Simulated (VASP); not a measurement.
# Nb2SiO2 (I4/mmm) in VASP: relaxation of cell and atoms with PBE

Aim: the relaxation of cell and atoms of Nb2SiO2 with PBE.

Everything below comes from runs of VASP 6.6.1. Logs are shortened: lines on timing, memory, paths and dates and some standing lists are left out, and cuts for length are marked.

## Step 1: The structure

Symmetry: I4/mmm, No. 139, tetragonal system. Conventional cell: a = 3.803 Å, b = 3.803 Å, c = 8.830 Å, α = 90.00°, β = 90.00°, γ = 90.00°. Around Nb (site symmetry -4m2) lie 4 O at 1.91 Å. Around Si (site symmetry 4/mmm) lie 2 O at 2.06 Å. O (site symmetry 4mm) is surrounded by 4 Nb at 1.91 Å and 1 Si at 2.06 Å.

The cell was built by a generator and needn't be a form met in nature.

## Step 2: Relaxation of cell and atoms, PBE

INCAR reads:

```
PREC = Normal
ENCUT = 520
EDIFF = 1E-4
ISMEAR = 0
SIGMA = 0.15
LREAL = False
LASPH = True
NELM = 60
ALGO = Fast
ISIF = 3
LWAVE = False
LCHARG = False
GGA = PE
IBRION = 2
NSW = 24
EDIFFG = -0.08
```

KPOINTS reads:

```
regular mesh
0
Gamma
  5 5 5
```

POSCAR reads:

```
Nb2SiO2
1.0
   -1.9016377500      1.9016377500      4.4151481400
    1.9016377500     -1.9016377500      4.4151481400
    1.9016377500      1.9016377500     -4.4151481400
Nb Si O
2 1 2
Direct
    0.7500000000      0.2500000000      0.5000000000
    0.2500000000      0.7500000000      0.5000000000
    0.5000000000      0.5000000000      0.0000000000
    0.2667296500      0.2667296500      0.0000000000
    0.7332703500      0.7332703500      0.0000000000
```

Potentials or basis: VASP PAW PBE potentials, release 64 (Nb_sv, Si, O).

Launch:

```console
> cat potpaw_PBE.64/Nb_sv/POTCAR potpaw_PBE.64/Si/POTCAR potpaw_PBE.64/O/POTCAR > POTCAR
> mpirun -np 1 vasp_std > vasp.out
```

OUTCAR:

```text
PREC = Normal
   ENCUT = 520
   EDIFF = 1E-4
   ISMEAR = 0
   LREAL = False
   LASPH = True
   NELM = 60
   ISIF = 3
   GGA = PE
   IBRION = 2
   NSW = 24
   EDIFFG = -0.08

 ion  position               nearest neighbor table
   1  0.750  0.250  0.500-   4 1.91   5 1.91   4 1.91   5 1.91   2 2.69   2 2.69   2 2.69   2 2.69
                             3 2.91   3 2.91   3 2.91   3 2.91
   2  0.250  0.750  0.500-   4 1.91   5 1.91   4 1.91   5 1.91   1 2.69   1 2.69   1 2.69   1 2.69
                             3 2.91   3 2.91   3 2.91   3 2.91
   3  0.500  0.500  0.000-   4 2.06   5 2.06   1 2.91   2 2.91   2 2.91   1 2.91   1 2.91   2 2.91
                             2 2.91   1 2.91
   4  0.267  0.267  0.000-   1 1.91   2 1.91   2 1.91   1 1.91   3 2.06
   5  0.733  0.733  0.000-   2 1.91   1 1.91   1 1.91   2 1.91   3 2.06

  LATTYP: Found a body centered tetragonal cell.
 ALAT       =     3.8032755000
 C/A-ratio  =     2.3217608822

  Lattice vectors:

 A1 = (  -1.9016377500,   1.9016377500,   4.4151481400)
 A2 = (   1.9016377500,  -1.9016377500,   4.4151481400)
 A3 = (   1.9016377500,   1.9016377500,  -4.4151481400)

Analysis of symmetry for initial positions (statically):
=====================================================================
 Subroutine PRICEL returns:
 Original cell was already a primitive cell.

 Routine SETGRP: Setting up the symmetry group for a
 body centered tetragonal supercell.

 Subroutine GETGRP returns: Found 16 space group operations
 (whereof 16 operations were pure point group operations)
 out of a pool of 16 trial point group operations.

The static configuration has the point symmetry D_4h.

Analysis of symmetry for dynamics (positions and initial velocities):
=====================================================================
 Subroutine PRICEL returns:
 Original cell was already a primitive cell.

 Routine SETGRP: Setting up the symmetry group for a
 body centered tetragonal supercell.

 Subroutine GETGRP returns: Found 16 space group operations
 (whereof 16 operations were pure point group operations)
 out of a pool of 16 trial point group operations.

The dynamic configuration has the point symmetry D_4h.

 Subroutine INISYM returns: Found 16 space group operations
 (whereof 16 operations are pure point group operations),
 and found     1 'primitive' translations

----------------------------------------------------------------------------------------

                                     Primitive cell

  volume of cell :      63.8647

  direct lattice vectors                    reciprocal lattice vectors
    -1.901637750  1.901637750  4.415148140     0.000000000  0.262931255  0.113246483
     1.901637750 -1.901637750  4.415148140     0.262931255  0.000000000  0.113246483
     1.901637750  1.901637750 -4.415148140     0.262931255  0.262931255  0.000000000

  length of vectors
     5.169718112  5.169718112  5.169718112     0.286282397  0.286282397  0.371840947

  position of ions in fractional coordinates (direct lattice)
     0.750000000  0.250000000  0.500000000
     0.250000000  0.750000000  0.500000000
     0.500000000  0.500000000  0.000000000
     0.266729650  0.266729650  0.000000000
     0.733270350  0.733270350  0.000000000

  ion indices of the primitive-cell ions
   primitive index   ion index
                 1           1
                 2           2
                 3           3
                 4           4
                 5           5

----------------------------------------------------------------------------------------

 KPOINTS: regular mesh

Automatic generation of k-mesh.
 Grid dimensions read from file:
 generate k-points for:    5    5    5

 Generating k-lattice:

  Cartesian coordinates                     Fractional coordinates (reciprocal lattice)
     0.000000000  0.052586251  0.022649297     0.200000000  0.000000000  0.000000000
     0.052586251  0.000000000  0.022649297     0.000000000  0.200000000  0.000000000
     0.052586251  0.052586251  0.000000000     0.000000000  0.000000000  0.200000000

  Length of vectors
     0.057256479  0.057256479  0.074368189

  Shift w.r.t. Gamma in fractional coordinates (k-lattice)
     0.000000000  0.000000000  0.000000000

 Subroutine IBZKPT returns following result:
 ===========================================

 Found     18 irreducible k-points:

 Following reciprocal coordinates:
            Coordinates               Weight
  0.000000  0.000000  0.000000      1.000000
  0.200000  0.000000  0.000000      8.000000
  0.400000  0.000000  0.000000      8.000000
  0.200000  0.200000  0.000000      8.000000
  0.400000  0.200000 -0.000000     16.000000
 -0.400000  0.200000  0.000000     16.000000
[... 10 lines left out ...]
 -0.400000  0.400000  0.400000      4.000000
 -0.400000 -0.400000  0.400000      2.000000
   k-points           NKPTS =     18   k-points in BZ     NKDIM =     18   number of bands    NBANDS=     25
   number of dos      NEDOS =    301   number of ions     NIONS =      5
   total plane-waves  NPLWV =  27000
   dimension x,y,z NGX =    30 NGY =   30 NGZ =   30
   dimension x,y,z NGXF=    60 NGYF=   60 NGZF=   60
   ions per type =               2   1   2
   NGX,Y,Z   is equivalent  to a cutoff of   9.65,  9.65,  9.65 a.u.
   NGXF,Y,Z  is equivalent  to a cutoff of  19.29, 19.29, 19.29 a.u.
 SYSTEM =  unknown system
   PREC   = normal    normal or accurate (medium, high low for compatibility)
   ISTART =      0    job   : 0-new  1-cont  2-samecut
   ICHARG =      2    charge: 1-file 2-atom 10-const
   ISPIN  =      1    spin polarized calculation?
   LNONCOLLINEAR =      F non collinear calculations
   LSORBIT =      F    spin-orbit coupling
   LASPH  =      T    aspherical Exc in radial PAW
   ENCUT  =  520.0 eV  38.22 Ry    6.18 a.u.   9.61  9.61  9.61*2*pi/ulx,y,z
   NELM   =     60;   NELMIN=  2; NELMDL= -5     # of ELM steps
   EDIFF  = 0.1E-03   stopping-criterion for ELM
   LREAL  =      F    real-space projection
   EDIFFG = -.8E-01   stopping-criterion for IOM
   NSW    =     24    number of steps for IOM
   IBRION =      2    ionic relax: 0-MD 1-quasi-New 2-CG
   NFREE  =      1    steps in history (QN), initial steepest desc. (CG)
   ISIF   =      3    stress and relaxation
   ISYM   =      2    0-nonsym 1-usesym 2-fastsym
   POTIM  = 0.5000    time-step for ionic-motion
   TEBEG  =    0.0;   TEEND  =   0.0 temperature during run
   PSTRESS=    0.0 pullay stress
   NELECT =      42.0000    total number of electrons
   NUPDOWN=      -1.0000    fix difference up-down
   EMIN   =  10.00;   EMAX   =-10.00  energy-range for DOS
   EFERMI =   0.00;   METHOD = LEGACY
   ISMEAR =     0;   SIGMA  =   0.15  broadening in eV -4-tet -1-fermi 0-gaus
   EFERMI_NEDOS =   21; number of points for ismear=-14 and -15
   IALGO  =     68    algorithm
   IMIX   =      4    mixing-type and parameters
     AMIX     =   0.40;   BMIX     =  1.00
     AMIX_MAG =   1.60;   BMIX_MAG =  1.00
  volume/ion in A,a.u.               =      12.77        86.20
  Fermi-wavevector in a.u.,A,eV,Ry     =   1.423654  2.690315 27.576144  2.026789
  Thomas-Fermi vector in A             =   2.544228
   LORBIT       =      0    0 simple, 1 ext, 2 COOP (PROOUT), +10 PAW based schemes
   GGA     = PE    functional components
   LHFCALC =     F    Hartree Fock is set to
   AEXX    =    0.0000 exact exchange contribution
   IVDW    =     0    specifies the selected vdW correction
   LEPSILON=     F    determine dielectric tensor
   LRPA    =     F    only Hartree local field effects (RPA)
 conjugate gradient relaxation of ions
 non-spin polarized calculation
 RMM-DIIS sequential band-by-band and
 Gauss-broadening in eV      SIGMA  =   0.15
  energy-cutoff  :      520.00
  volume of cell :       63.86
 maximum number of plane-waves:      1730
   NGX = 19   NGY = 19   NGZ = 19

--------------------------------------- Ionic step        1  -------------------------------------------

 number of electron      41.9999998 magnetization

 Free energy of the ion-electron system (eV)
  ---------------------------------------------------
  ext. energy  EPLUGINS =         0.00000000
  ---------------------------------------------------
  free energy    TOTEN  =       -35.52412654 eV

  energy without entropy =      -35.48132068  energy(sigma->0) =      -35.50272361

------------------------ aborting loop because EDIFF is reached ----------------------------------------

  FORCE on cell =-STRESS in cart. coord.  units (eV):
  Direction    XX          YY          ZZ          XY          YZ          ZX
  --------------------------------------------------------------------------------------
  -------------------------------------------------------------------------------------
  Total       39.3947232     39.3947232      5.2317719      0.0000000      0.0000000      0.0000000
  in kB      988.2977003    988.2977003    131.2497643      0.0000000      0.0000000      0.0000000
  external PRESSURE =     702.6150550 kB  Pullay stress =       0.0000000 kB
[... 26 lines left out ...]
--------------------------------------- Ionic step        2  -------------------------------------------

 number of electron      41.9999993 magnetization

 E-fermi :   3.4638     XC(G=0):  -8.6938

 val. band max:        3.4611014756   @ k =  -0.2000   0.2000   0.2000
 cond. band min:       3.4721379714   @ k =  -0.2000  -0.4000   0.2000
 fundamental gap:      0.0110364958
 Fermi energy:         3.4638040604

 k-point     1 :       0.0000    0.0000    0.0000
  band No.  band energies     occupation
      1     -52.9340      2.00000
      2     -52.9277      2.00000
      3     -28.9873      2.00000
      4     -28.9873      2.00000
      5     -28.9314      2.00000
      6     -28.9314      2.00000
[... 564 lines left out ...]
  FREE ENERGIE OF THE ION-ELECTRON SYSTEM (eV)
  ---------------------------------------------------
  free  energy   TOTEN  =       -39.0830933178 eV

  energy  without entropy=      -39.0271801752  energy(sigma->0) =      -39.05513675

 E-fermi :   9.7813     XC(G=0): -11.5131

 val. band max:        9.7716728318   @ k =  -0.2000   0.4000   0.2000
 cond. band min:       9.7897418182   @ k =   0.4000   0.0000   0.0000
 fundamental gap:      0.0180689864
 Fermi energy:         9.7813320518

 k-point     1 :       0.0000    0.0000    0.0000
  band No.  band energies     occupation
      1     -46.4133      2.00000
      2     -46.2798      2.00000
      3     -22.8395      2.00000
      4     -22.8395      2.00000
      5     -22.3856      2.00000
      6     -22.2862      2.00000
[... 493 lines left out ...]
     24       9.8019      0.84641
     25      11.0799      0.00000

[... ionic steps 4 to 14 ...]

--------------------------------------- Ionic step       15  -------------------------------------------

 number of electron      41.9999990 magnetization

------------------------ aborting loop because EDIFF is reached ----------------------------------------
[... 73 lines left out ...]
--------------------------------------- Ionic step       17  -------------------------------------------

 number of electron      41.9999992 magnetization

 Free energy of the ion-electron system (eV)
  ---------------------------------------------------
  ext. energy  EPLUGINS =         0.00000000
  ---------------------------------------------------
  free energy    TOTEN  =       -40.69281731 eV

  energy without entropy =      -40.63824625  energy(sigma->0) =      -40.66553178

 E-fermi :  10.4983     XC(G=0): -11.9114

 val. band max:       10.4856553291   @ k =   0.2000   0.2000   0.0000
 cond. band min:      10.5892839647   @ k =   0.4000   0.2000  -0.0000
 fundamental gap:      0.1036286356
 Fermi energy:        10.4982851639

 k-point     1 :       0.0000    0.0000    0.0000
  band No.  band energies     occupation
      1     -45.5816      2.00000
      2     -45.4433      2.00000
      3     -22.0199      2.00000
      4     -22.0199      2.00000
      5     -21.5073      2.00000
      6     -21.4556      2.00000
[... 525 lines left out ...]
  FREE ENERGIE OF THE ION-ELECTRON SYSTEM (eV)
  ---------------------------------------------------
  free  energy   TOTEN  =       -40.6928173084 eV

  energy  without entropy=      -40.6382462451  energy(sigma->0) =      -40.66553178

 reached required accuracy - stopping structural energy minimisation
```

It took 6.5 min on 1 thread of AMD EPYC 9R14 (Zen 4), shared host; peak memory 0.16 GiB.

Results:

```
Free energy                            : -40.6928 eV
Relaxed volume                         : 13.06 Å³/atom
Relaxed cell                           : a = 4.699 Å, b = 4.699 Å, c = 4.699 Å, α = 126.18°, β = 126.18°, γ = 79.59°
Space group after relaxing (to 0.05 Å) : I4/mmm (No. 139)
Energy gained by relaxing              : 1033.7 meV/atom
Ionic steps                            : 17
Pressure after relaxing                : 0.1 GPa
Largest force after relaxing           : 0.049 eV/Å
Band gap on the k mesh                 : none (metal or under the smearing width)
```

Forces in eV/Å, atoms in the order of the input:
```
Nb   0.000  0.000  0.000
Nb   0.000  0.000  0.000
Si   0.000  0.000  0.000
O    0.000  0.000 -0.049
O    0.000  0.000  0.049
```

Stress tensor (GPa, compression positive):
```
-0.31  0.00  0.00
 0.00 -0.31  0.00
 0.00  0.00  0.96
```

Step by step:
```
step  energy change (eV)  largest force (eV/Å)  pressure (GPa)  volume (Å³)
   1              0.0000                2.4458           70.26        63.86
   2              5.4075                0.4028          -35.63       127.78
   3             -3.5590                1.5648          -10.86        84.07
   4             -3.8179                1.7931           -6.04        81.29
   5             -3.8380                1.8986           -2.18        79.56
   6             -3.8387                1.8726           -2.78        79.89
   7             -4.1911                1.6151           -3.16        78.13
   8             -4.8850                0.4695           -4.35        72.75
   9             -4.7068                1.2489            2.03        61.69
  10             -5.0525                0.0662           -3.33        69.67
  11             -5.1562                0.1509           -1.79        65.44
  12             -5.1579                0.0086           -2.34        66.75
  13             -5.1634                0.0269           -2.15        66.24
  14             -5.1635                0.0520           -1.96        65.96
  15             -5.0802                0.4685           10.18        62.75
  16             -5.1685                0.0496            0.24        65.34
  17             -5.1687                0.0494            0.11        65.32
```

Final structure:
```xyz
5
Lattice="-2.1268 2.1268 3.6104 2.1268 -2.1268 3.6104 2.1268 2.1268 -3.6104" Properties=species:S:1:pos:R:3 pbc="T T T"
Nb    0.0000    2.1268    1.8052
Nb    2.1268    0.0000    1.8052
Si    2.1268    2.1268    0.0000
O     0.0000    0.0000    1.4264
O     0.0000    0.0000    5.7943
```

Caveat: the k mesh is coarse (spacing up to 0.47 Å⁻¹), so the values aren't converged; the relaxation stopped at a loose force limit of 0.08 eV/Å, so its end isn't a converged minimum.
